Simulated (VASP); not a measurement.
Method: vdW-DF2, VASP's PBE PAW potentials (set 64) (plane waves; VASP).

VASP ran on this input.

File KPOINTS:
```
k-points along high-symmetry lines
15
Line-mode
Reciprocal
  0.000000   0.000000   0.000000 ! GAMMA
  0.000000   0.500000   0.000000 ! X

  0.000000   0.500000   0.000000 ! X
  0.500000   0.500000   0.000000 ! M

  0.500000   0.500000   0.000000 ! M
  0.000000   0.000000   0.000000 ! GAMMA

  0.000000   0.000000   0.000000 ! GAMMA
  0.500000   0.500000   0.500000 ! R

  0.500000   0.500000   0.500000 ! R
  0.000000   0.500000   0.000000 ! X

  0.500000   0.500000   0.500000 ! R
  0.500000   0.500000   0.000000 ! M
```

**INCAR**
```
LORBIT  =  11
GGA  =  ML
SIGMA  =  0.05
EDIFF  =  1E-7
AGGAC  =  0.0
LASPH  =  .TRUE.   ! aspherical one-centre terms
LWAVE  =  .FALSE.
LREAL  =  .FALSE.   ! projection in real space or not
ENCUT  =  520
LMAXMIX  =  4   ! l cut-off of mixed one-centre charges
PREC  =  Accurate
ICHARG  =  11   ! fixed density
LCHARG  =  .FALSE.
ZAB_VDW  =  -1.8867
LUSE_VDW  =  .TRUE.
NELM  =  100   ! most electronic steps
SYSTEM  =  RuAl
ISMEAR  =  0
ALGO  =  Normal   ! blocked Davidson
```

**POSCAR**
```
RuAl
1
    3.0569255172     0.0000000000     0.0000000000
    0.0000000000     3.0569255172     0.0000000000
    0.0000000000     0.0000000000     3.0569255172
Al Ru
1 1
Direct
  0.5000000000   0.5000000000   0.5000000000
  0.0000000000   0.0000000000   0.0000000000
```

POTCAR, in this order: Al Ru_pv (PBE.64 set). Program: vasp_std. Read from the step before: CHGCAR.

Output of the run:

### OSZICAR
```
       N       E                     dE             d eps       ncg     rms          rms(c)
DAV:   1     0.119730321845E+03    0.11973E+03   -0.94703E+03  2200   0.131E+03
DAV:   2    -0.495705263557E+01   -0.12469E+03   -0.11893E+03  2396   0.339E+02
DAV:   3    -0.726196821425E+01   -0.23049E+01   -0.22829E+01  2596   0.472E+01
DAV:   4    -0.728942330022E+01   -0.27455E-01   -0.27439E-01  2584   0.495E+00
DAV:   5    -0.729031161306E+01   -0.88831E-03   -0.88825E-03  2924   0.664E-01
DAV:   6    -0.729032481860E+01   -0.13206E-04   -0.13206E-04  2680   0.703E-02
DAV:   7    -0.729032512174E+01   -0.30314E-06   -0.30371E-06  2808   0.779E-03
DAV:   8    -0.729032513122E+01   -0.94776E-08   -0.82564E-08  1716   0.880E-04
   1 F= -.72903251E+01 E0= -.72898427E+01  d E =-.964942E-03
```

OUTCAR:
```
 val. band max:       10.8085443383   @ k =   0.3929   0.5000   0.3929

 cond. band min:      10.9048057484   @ k =   0.4286   0.4286   0.4286



 k-point     1 :       0.0000    0.0000    0.0000
  band No.  band energies     occupation
      1     -31.8400      2.00000
      2     -31.8400      2.00000
      3     -31.8400      2.00000
      4       0.7190      2.00000
      5       6.8386      2.00000
      6       6.8386      2.00000
      7      10.0988      2.00000
      8      10.0988      2.00000
      9      10.0988      2.00000
     10      15.7421      0.00000
     11      15.7421      0.00000
     12      15.7421      0.00000

 k-point     2 :       0.0000    0.0357    0.0000
  band No.  band energies     occupation
      1     -31.8420      2.00000
      2     -31.8398      2.00000
      3     -31.8398      2.00000
      4       0.7422      2.00000
      5       6.8460      2.00000
      6       6.8465      2.00000
      7      10.0703      2.00000
      8      10.0703      2.00000
      9      10.1014      2.00000
     10      15.6113      0.00000
     11      15.7892      0.00000
     12      15.7892      0.00000

 k-point     3 :       0.0000    0.0714    0.0000
  band No.  band energies     occupation
      1     -31.8480      2.00000
      2     -31.8393      2.00000
      3     -31.8393      2.00000
      4       0.8115      2.00000
      5       6.8664      2.00000
      6       6.8699      2.00000
      7       9.9885      2.00000
      8       9.9885      2.00000
      9      10.1094      2.00000
     10      15.2619      0.00000
     11      15.9267      0.00000
     12      15.9267      0.00000

 k-point     4 :       0.0000    0.1071    0.0000
  band No.  band energies     occupation
      1     -31.8576      2.00000
      2     -31.8385      2.00000
      3     -31.8385      2.00000
      4       0.9262      2.00000
      5       6.8947      2.00000
      6       6.9081      2.00000
      7       9.8629      2.00000
...
```

The density is held fixed in this step, so its total energy and stress have no physical meaning.

The compound is RuAl in the CsCl type structure. It was relaxed first, which changed the volume by +7 %. The electron count is odd and the run is not spin-polarised, which forces a metal.
